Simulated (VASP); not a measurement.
Consider the following.

```
CELL_PARAMETERS angstrom
      0.00000     2.98643     2.98643
      2.98643     0.00000     2.98643
      2.98643     2.98643     0.00000
ATOMIC_POSITIONS crystal
  Sr 0.00000 0.00000 0.00000
```

These are optB88-vdW, VASP's PBE PAW potentials (set 64) (plane waves; VASP) values and carry that method's errors. Run with 520 eV cut-off, 8×8×8 Γ-centred mesh, Gaussian smearing of 0.050 eV, potentials Sr_sv.

Predict the energy per atom (σ→0), band gap (on the k-mesh) with the smallest direct gap where there is one.

* **band gap (on the k-mesh)**: none (metal, semimetal or under 0.01 eV)
* **energy per atom (σ→0)**: 0.713 eV/atom

The absolute energy has meaning only against runs of the same code, potentials and settings.

The compound is Sr in the fcc structure. This cell is one point of a volume scan, at 1.03 of the reference volume.
